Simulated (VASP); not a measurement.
Given:

```
CELL_PARAMETERS angstrom
      3.85400     0.00000     0.00000
      0.00000     3.85400     0.00000
      0.00000     0.00000     3.85400
ATOMIC_POSITIONS crystal
  Al 0.00000 0.00000 0.00000
  Pt 0.00000 0.50000 0.50000
  Pt 0.50000 0.00000 0.50000
  Pt 0.50000 0.50000 0.00000
```

Method: LDA (Ceperley-Alder, Perdew-Zunger), VASP's LDA PAW potentials (set 64) (plane waves; VASP). Run with 400 eV cut-off, 9×9×9 Γ-centred mesh, tetrahedra with Blöchl corrections, potentials Al Pt.

### Question
The job: AlPt3 (space group Pm-3m), 4 atoms, LDA, static run, 400 eV, 9×9×9 Γ-centred mesh. Roughly how much core time does it take on a busy server core?

### Answer
About 20 core-seconds (one run on a shared machine, a rough figure). It had 35 irreducible k-points, 20 bands, up to 1052 plane waves and 17 electronic steps.

The structure comes from a computed database's AlPt3 entry (Pm-3m); how it stands against other phases isn't given here. It was relaxed first.
